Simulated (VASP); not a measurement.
# HgTe (F-43m): band edges, masses and strain, part 2 of 3

Wanted: where the band edges of HgTe lie, how heavy the carriers are and how strain moves the gap. The start is a cell from a database of measured crystal structures.

VASP 6.6.1, plane waves and PAW; the level of theory is named at each step.

Still holding for the runs below: The k-mesh is coarse for a metal.

So far. Step 3 (Bands on a dense mesh): At 4.6 GPa the cell is away from the equilibrium volume of this level: left free, it would expand.

The database entry behind the starting cell differs from later determinations by our own check (about 0.5 % short), so it need not match the best structure at ambient conditions.

## Step 4: Bands with spin-orbit coupling

This step: PBE, spin-orbit coupling; plane waves and PAW (Hg, Te) (VASP 6.6.1).

Spin-orbit coupling can split and shift the band edges, more so for heavy elements, so the bands are solved again with spinors.

INCAR reads:

```
SYSTEM = HgTe
PREC = Accurate
ENCUT = 400
EDIFF = 1E-06
NELM = 100
ISMEAR = 0
SIGMA = 0.02
LREAL = .FALSE.
ALGO = Normal
GGA = PE
LNONCOLLINEAR = .TRUE.
MAGMOM = 0 0 0 0 0 0
NBANDS = 30
GGA_COMPAT = .FALSE.
LASPH = .TRUE.
LSORBIT = .TRUE.
LORBIT = 11
LWAVE = .FALSE.
LCHARG = .FALSE.
KPAR = 4
ISIF = 2
```

POSCAR reads:

```
HgTe
1.0
    0.0000000000      3.2145000000      3.2145000000
    3.2145000000      0.0000000000      3.2145000000
    3.2145000000      3.2145000000      0.0000000000
Hg Te
1 1
Direct
    0.0000000000      0.0000000000      0.0000000000
    0.7500000000      0.7500000000      0.7500000000
```

KPOINTS reads:

```
Automatic mesh
0
Gamma
8 8 8
0 0 0
```

KPOINTS_OPT reads:

```
Line mode
16
Line-mode
Reciprocal
  0.00000000   0.00000000   0.00000000 GAMMA
  0.50000000   0.00000000   0.50000000 X

  0.50000000   0.00000000   0.50000000 X
  0.50000000   0.25000000   0.75000000 W

  0.50000000   0.25000000   0.75000000 W
  0.37500000   0.37500000   0.75000000 K

  0.37500000   0.37500000   0.75000000 K
  0.00000000   0.00000000   0.00000000 GAMMA

  0.00000000   0.00000000   0.00000000 GAMMA
  0.50000000   0.50000000   0.50000000 L

  0.50000000   0.50000000   0.50000000 L
  0.62500000   0.25000000   0.62500000 U

  0.62500000   0.25000000   0.62500000 U
  0.50000000   0.25000000   0.75000000 W

  0.50000000   0.25000000   0.75000000 W
  0.50000000   0.50000000   0.50000000 L

  0.50000000   0.50000000   0.50000000 L
  0.37500000   0.37500000   0.75000000 K

  0.62500000   0.25000000   0.62500000 U
  0.50000000   0.00000000   0.50000000 X
```

Potentials, in the order of the species: Hg and Te (PBE family, release 64).

The run is started by

```sh
$ mpirun -np 4 vasp_ncl
```

Output:

```text
[... set-up lines as in an earlier step ...]
 entering main loop
       N       E                     dE             d eps       ncg     rms          rms(c)
DAV:   1     0.997210542740E+02    0.99721E+02   -0.68471E+03  2588   0.849E+02
DAV:   2     0.297284144935E+00   -0.99424E+02   -0.95151E+02  2882   0.232E+02
DAV:   3    -0.411787456851E+01   -0.44152E+01   -0.43848E+01  3032   0.490E+01
DAV:   4    -0.417110777218E+01   -0.53233E-01   -0.53220E-01  3276   0.494E+00
DAV:   5    -0.417163352576E+01   -0.52575E-03   -0.52574E-03  3024   0.500E-01    0.975E+00
DAV:   6    -0.396403278631E+01    0.20760E+00   -0.39707E-01  2832   0.942E+00    0.724E+00
DAV:   7    -0.395897151050E+01    0.50613E-02   -0.14057E-01  2856   0.261E+00    0.321E+00
DAV:   8    -0.395790263254E+01    0.10689E-02   -0.10469E-02  2838   0.115E+00    0.119E+00
DAV:   9    -0.395772321564E+01    0.17942E-03   -0.93732E-04  2910   0.282E-01    0.382E-01
DAV:  10    -0.395779442476E+01   -0.71209E-04   -0.47580E-04  2892   0.265E-01    0.826E-02
DAV:  11    -0.395779749744E+01   -0.30727E-05   -0.42523E-05  2910   0.867E-02    0.259E-02
DAV:  12    -0.395780465657E+01   -0.71591E-05   -0.24160E-05  3060   0.468E-02    0.223E-02
DAV:  13    -0.395780453342E+01    0.12316E-06   -0.19543E-06  2862   0.152E-02
   1 F= -.39578045E+01 E0= -.39577825E+01  d E =-.440773E-04  mag=     0.0000     0.0000     0.0000
 Start KPOINTS_OPT (optional k-point list driver)
k-point batch [1-43\160]
       N       E                     dE             ncg
DAV:   1     0.220270098145E+04   -0.14782E+05     2596
DAV:   2    -0.206285457301E+04   -0.42656E+04     2868
DAV:   3    -0.224140449552E+04   -0.17855E+03     3102
DAV:   4    -0.224356538366E+04   -0.21609E+01     3338
DAV:   5    -0.224358546478E+04   -0.20081E-01     3062
DAV:   6    -0.224358601716E+04   -0.55238E-03     3336
DAV:   7    -0.224358603096E+04   -0.13798E-04     2784
DAV:   8    -0.224358603140E+04   -0.44024E-06     2098
[...]
k-point batch [130-160\160]
       N       E                     dE             ncg
DAV:   1     0.674639845050E+04   -0.12767E+05     1868
DAV:   2     0.371654438381E+04   -0.30299E+04     2098
DAV:   3     0.359147220851E+04   -0.12507E+03     2256
DAV:   4     0.359003812732E+04   -0.14341E+01     2356
DAV:   5     0.359002586908E+04   -0.12258E-01     2134
DAV:   6     0.359002554213E+04   -0.32694E-03     2374
DAV:   7     0.359002553282E+04   -0.93110E-05     1916
DAV:   8     0.359002553251E+04   -0.31282E-06     1548
```

The job ended after 2.9 min (4 MPI ranks of Intel Xeon Platinum 8488C (Sapphire Rapids), shared host; peak memory 1.5 GiB).

From OUTCAR (step 4):

```text
The static configuration has the point symmetry T_d .

 Found     43 irreducible k-points:

   k-points           NKPTS =     43   k-points in BZ     NKDIM =     43   number of bands    NBANDS=     30

   NELECT =      18.0000    total number of electrons

 E-fermi :   3.5226

 k-point     1 :       0.0000    0.0000    0.0000
  band No.  band energies     occupation
    ...
     12      -3.1437      1.00000
     13       2.5898      1.00000
     14       2.5898      1.00000
     15       2.7778      1.00000
     16       2.7778      1.00000
     17       3.5226      0.50000
     18       3.5226      0.50000
     19       3.5226      0.50000
     20       3.5226      0.50000
     21       6.6755      0.00000
    ...

 k-point     2 :       0.1250    0.0000    0.0000
  band No.  band energies     occupation
    ...
     14       1.4127      1.00000
     15       2.8020      1.00000
     16       2.8020      1.00000
     17       3.3026      1.00000
     18       3.3778      1.00000
     19       3.9837      0.00000
     20       3.9837      0.00000
     21       6.9678      0.00000
     22       6.9678      0.00000
     23       7.7246      0.00000
    ...

  Total        1.7960759      1.7960759      1.7960759      0.0000000      0.0000000     -0.0000000
  in kB       43.3176605     43.3176605     43.3176605      0.0000000      0.0000000     -0.0000000
  external PRESSURE =      43.3176605 kB  Pullay stress =       0.0000000 kB

  FREE ENERGIE OF THE ION-ELECTRON SYSTEM (eV)
  ---------------------------------------------------
  free  energy   TOTEN  =        -3.9578045334 eV

  energy  without entropy=       -3.9577604561  energy(sigma->0) =       -3.95778249

 Spin-Orbit-Coupling matrix elements
 Ion:    1  E_soc:     -0.6032671
 Ion:    2  E_soc:     -0.2157730

 total charge
# of ion       s       p       d       tot
------------------------------------------
    1        0.754   0.446   9.355  10.555
    2        1.368   1.984   0.036   3.388
--------------------------------------------------
tot          2.122   2.430   9.391  13.943

 magnetization (x)
# of ion       s       p       d       tot
------------------------------------------
    1       -0.000  -0.000   0.000  -0.000
    2        0.000  -0.000  -0.000  -0.000
--------------------------------------------------
tot         -0.000  -0.000   0.000  -0.000

 magnetization (y)
# of ion       s       p       d       tot
------------------------------------------
    1        0.000  -0.000   0.000  -0.000
    2        0.000  -0.000   0.000  -0.000
--------------------------------------------------
tot          0.000  -0.000   0.000  -0.000

 magnetization (z)
# of ion       s       p       d       tot
------------------------------------------
    1        0.000  -0.000  -0.000  -0.000
    2       -0.000   0.000  -0.000   0.000
--------------------------------------------------
tot          0.000   0.000  -0.000  -0.000

[... 7 parts as in an earlier step ...]

[... 6 further parts left out ...]
```

LASPH is on here and off in the session's scalar semilocal runs, so a comparison with those holds both changes.

Numbers from this step:

| Quantity | Value |
| --- | --- |
| bands | 30 |
| irreducible k-points | 43 |
| free energy (TOTEN) | -3.958 eV |
| Fermi energy | 3.523 eV |
| pressure | 4.332 GPa |

The spin moment in the PAW sphere vanishes on all atoms.

On-site spin-orbit energy by atom:

```csv
atom,on-site spin-orbit energy (eV)
Hg1,-0.603
Te2,-0.216
```

Electronic bands along the path, in eV, zero at the Fermi level; # counts the bands kept, so #1 is VASP's band 3:

```csv
point,#13,#14,#15,#16,#17,#18,#19,#20
Γ,-0.74,-0.74,0.00,0.00,0.00,0.00,3.15,3.15
0.53 of the way,-1.85,-1.85,-1.65,-1.65,1.75,1.75,2.65,2.65
X,-2.72,-2.72,-2.54,-2.54,1.65,1.65,2.18,2.18
0.47 of the way,-2.95,-2.78,-2.77,-2.63,2.02,2.24,2.72,2.89
W,-3.18,-2.94,-2.90,-2.81,2.70,3.11,4.33,4.38
0.53 of the way,-3.26,-3.18,-2.49,-2.46,2.29,2.52,3.81,3.91
K,-3.30,-3.27,-2.23,-2.20,1.90,2.05,3.72,3.79
0.47 of the way,-2.31,-2.26,-0.97,-0.88,1.49,1.68,4.11,4.43
Γ,-0.74,-0.74,0.00,0.00,0.00,0.00,3.15,3.15
0.53 of the way,-1.14,-1.14,-0.67,-0.57,0.60,0.60,4.22,4.22
L,-1.55,-1.55,-1.03,-1.03,0.44,0.44,4.50,4.50
0.47 of the way,-2.54,-2.53,-1.61,-1.58,1.55,1.69,4.14,4.26
U,-3.30,-3.27,-2.23,-2.20,1.90,2.05,3.72,3.79
0.47 of the way,-3.26,-3.18,-2.49,-2.46,2.29,2.52,3.81,3.91
W,-3.18,-2.94,-2.90,-2.81,2.70,3.11,4.33,4.38
0.47 of the way,-2.91,-2.85,-1.94,-1.89,2.01,2.21,4.03,4.21
L,-1.55,-1.55,-1.03,-1.03,0.44,0.44,4.50,4.50
0.47 of the way,-2.54,-2.53,-1.61,-1.58,1.55,1.69,4.14,4.26
K,-3.30,-3.27,-2.23,-2.20,1.90,2.05,3.72,3.79
jump to U,-3.30,-3.27,-2.23,-2.20,1.90,2.05,3.72,3.79
0.47 of the way,-2.96,-2.95,-2.49,-2.48,1.77,1.90,2.65,2.74
X,-2.72,-2.72,-2.54,-2.54,1.65,1.65,2.18,2.18
```

Of the projections kept (Hg, Te), the largest for each band there; the rest of the weight can lie on other orbitals:

```csv
point,#13,#14,#15,#16,#17,#18,#19,#20
Γ,Te 0.66,Te 0.66,Te 0.75,Te 0.75,Te 0.75,Te 0.75,Hg 0.76,Hg 0.76
X,Te 0.74,Te 0.74,Te 0.67,Te 0.67,Hg 0.57,Hg 0.57,Hg 0.65,Hg 0.65
W,Te 0.68,Te 0.55,Te 0.73,Te 0.64,Te 0.57,Te 0.59,Te 0.67,Te 0.68
K,Te 0.63,Te 0.63,Te 0.70,Te 0.68,Hg 0.55,Hg 0.56,Te 0.59,Te 0.58
Γ,Te 0.66,Te 0.66,Te 0.75,Te 0.75,Te 0.75,Te 0.75,Hg 0.76,Hg 0.76
L,Te 0.65,Te 0.65,Te 0.74,Te 0.74,Hg 0.62,Hg 0.62,Hg 0.63,Hg 0.63
```

## Step 5: Orbitals for bands with HSE06

This step: PBE; plane waves and PAW (Hg, Te) (VASP 6.6.1).

The hybrid starts from PBE orbitals, which saves many expensive cycles.

INCAR reads:

```
SYSTEM = HgTe
PREC = Accurate
ENCUT = 400
EDIFF = 1E-05
NELM = 100
ISMEAR = 0
SIGMA = 0.02
LREAL = .FALSE.
ALGO = Normal
GGA = PE
NBANDS = 15
LORBIT = 11
LWAVE = .TRUE.
LCHARG = .FALSE.
KPAR = 4
```

POSCAR is that of step 4.

KPOINTS reads:

```
Automatic mesh
0
Gamma
4 4 4
0 0 0
```

The run is started by

```sh
$ mpirun -np 4 vasp_std
```

Output:

```text
[... set-up lines as in an earlier step ...]
 entering main loop
       N       E                     dE             d eps       ncg     rms          rms(c)
DAV:   1     0.889346202385E+02    0.88935E+02   -0.67232E+03   240   0.833E+02
DAV:   2    -0.622974605593E+00   -0.89558E+02   -0.85657E+02   282   0.218E+02
DAV:   3    -0.365773439503E+01   -0.30348E+01   -0.30297E+01   289   0.417E+01
DAV:   4    -0.368527337994E+01   -0.27539E-01   -0.27538E-01   366   0.367E+00
DAV:   5    -0.368532822064E+01   -0.54841E-04   -0.54840E-04   296   0.150E-01    0.798E+00
DAV:   6    -0.346714422154E+01    0.21818E+00   -0.44664E-01   275   0.928E+00    0.629E+00
DAV:   7    -0.345856724918E+01    0.85770E-02   -0.11637E-01   261   0.241E+00    0.226E+00
DAV:   8    -0.345787554571E+01    0.69170E-03   -0.12286E-02   282   0.133E+00    0.630E-01
DAV:   9    -0.345795938773E+01   -0.83842E-04   -0.78160E-04   289   0.329E-01    0.152E-01
DAV:  10    -0.345800277933E+01   -0.43392E-04   -0.98967E-05   276   0.888E-02    0.533E-02
DAV:  11    -0.345802526228E+01   -0.22483E-04   -0.47489E-05   275   0.522E-02    0.439E-02
DAV:  12    -0.345802266771E+01    0.25946E-05   -0.52080E-06   211   0.211E-02
   1 F= -.34580227E+01 E0= -.34577816E+01  d E =-.482070E-03
 writing wavefunctions
```

Run time: 5.6 s. Hardware: 4 MPI ranks; peak memory 0.63 GiB; 20 s of CPU time.

From OUTCAR (step 5):

```text
   k-points           NKPTS =      8   k-points in BZ     NKDIM =      8   number of bands    NBANDS=     15

   NELECT =      18.0000    total number of electrons

 E-fermi :   3.3075

 k-point     1 :       0.0000    0.0000    0.0000
  band No.  band energies     occupation
    ...
      6      -3.6296      2.00000
      7       2.6036      2.00000
      8       3.3014      1.33333
      9       3.3014      1.33333
     10       3.3014      1.33333
     11       7.4809      0.00000
     12       7.4809      0.00000
     13       7.4809      0.00000
     14       9.7735      0.00000
     15      12.8633      0.00000

  Total        2.1103673      2.1103673      2.1103673     -0.0000000      0.0000000      0.0000000
  in kB       50.8977231     50.8977231     50.8977231     -0.0000000      0.0000000      0.0000000
  external PRESSURE =      50.8977231 kB  Pullay stress =       0.0000000 kB

  FREE ENERGIE OF THE ION-ELECTRON SYSTEM (eV)
  ---------------------------------------------------
  free  energy   TOTEN  =        -3.4580226677 eV

  energy  without entropy=       -3.4575405980  energy(sigma->0) =       -3.45778163

[... 7 parts as in an earlier step ...]

[... 10 further parts left out ...]
```

This step gave:

- SCF cycles: 12
- bands: 15
- irreducible k-points: 8
- free energy (TOTEN): -3.458 eV
- energy at zero smearing: -3.458 eV
- Fermi energy: 3.308 eV
- pressure: 5.090 GPa

The run ends at a pressure of 5.09 GPa.

[end of part 2 of 3]

[Lines on the potential files, build, host, timing and source positions are cut from VASP's logs without a mark.]

[Logs are printed without paths, hosts, clocks, repeated set-up lines and the standing remarks that a program may print on its own settings, such as how far it seeks lower states.]

[Hosts, paths, dates, database ids (printed as entryN), source tags and the programs' standing remarks are cut or masked in the printed files.]

[In band tables of VASP the shares of atoms and orbitals are scaled to a sum of 1 inside the atoms' spheres.]

[Gaps and slopes under strain along one axis are those of the sampled path and mesh points; where strain splits equal valleys, another of them can be the edge.]
